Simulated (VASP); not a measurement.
VASP runs on EuS (rock salt) share one base input (PBE GGA, plane waves, VASP's PBE PAW potentials (set 64)) and change the settings named in each case.

**KPOINTS**
```
Automatic
0
Gamma
  7 7 7
```

**POSCAR**
```
EuS
1
    0.0000000000     2.9850000000     2.9850000000
    2.9850000000     0.0000000000     2.9850000000
    2.9850000000     2.9850000000     0.0000000000
Eu S
1 1
Direct
  0.0000000000   0.0000000000   0.0000000000
  0.5000000000   0.5000000000   0.5000000000
```

### INCAR
```
SYSTEM = EuS
PREC = Accurate
ENCUT = 400
EDIFF = 1E-6
NELM = 100
ALGO = Normal
LREAL = .FALSE.
LASPH = .TRUE.
ISMEAR = 0
SIGMA = 0.05
GGA = PE
LMAXMIX = 6
LWAVE = .FALSE.
LCHARG = .FALSE.
ISIF = 2
```

POTCAR, in this order: Eu_2 S (PBE.64 set). Program: vasp_std.

| change | E(σ→0) (eV/atom) | pressure (GPa) | irreducible k-points |
|---|---|---|---|
| base run | -5.3088 | -2.46 | 20 |
| KGAMMA = .TRUE., KSPACING = 0.8, KPOINTS file removed | -5.2827 | -2.09 | 4 |
| KGAMMA = .FALSE., KSPACING = 0.4, KPOINTS file removed | -5.3079 | -2.44 | 10 |
| KGAMMA = .TRUE., KSPACING = 0.5, KPOINTS file removed | -5.3042 | -2.37 | 8 |
| KGAMMA = .FALSE., KSPACING = 0.35, KPOINTS file removed | -5.3089 | -2.46 | 28 |
| KGAMMA = .FALSE., KSPACING = 0.6, KPOINTS file removed | -5.3093 | -2.47 | 10 |
 The 4f electrons are frozen in the core of the lanthanide potential, so 4f levels, which can set the real gap, and their magnetism are missing.

Left out are runs that ran out of time, are held back, or changed the cell or the kind of run, fixed moments of cells without a moment, rows past the twelfth, gaps on odd meshes, pressures of charged cells and columns that move by less than the noise.

The compound is EuS in the rock salt structure. The cell was not relaxed at this level.
